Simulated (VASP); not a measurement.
LiOs, 2 atoms in the cell. It takes space group R-3m (No. 166, trigonal). Conventional cell: a = 4.159 Å, b = 4.159 Å, c = 5.161 Å, α = 90.00°, β = 90.00°, γ = 120.00°. Os (site symmetry -3m) is surrounded by 8 Li at 2.55 to 2.58 Å. Li (site symmetry -3m) is surrounded by 8 Os at 2.55 to 2.58 Å. The cell was built by a generator and needn't be a form met in nature.

* Program: VASP 6.6.1
* Task: single point
* Functional: r2SCAN
* Potentials or basis: VASP PAW PBE potentials, release 64 (Os, Li_sv)
* Cutoff: 520 eV
* k mesh: 11 × 11 × 11
* Occupations: fermi-dirac, width 0.0175 eV
* Spin: no spin polarisation
* Dipole correction: no
* Further INCAR settings: ALGO = Normal; EDIFF = 1e-07

Potentials or basis: VASP PAW PBE potentials, release 64 (Os, Li_sv).

Launch:

```sh
$ cat potpaw_PBE.64/Os/POTCAR potpaw_PBE.64/Li_sv/POTCAR > POTCAR
$ cp INCAR.step1 INCAR
$ mpirun -np 1 vasp_std > vasp.out
$ cp INCAR.step2 INCAR
$ mpirun -np 1 vasp_std > vasp.out
```

Hardware: 1 thread of AMD EPYC 7R13 Processor (Zen 3), on a shared host.

Task: How long does it take, and how much memory?

Result: It took 2.8 min on 1 thread of AMD EPYC 7R13 Processor (Zen 3), on a shared host, peak memory 0.15 GiB. Counts: scf iterations 22, k points 146.
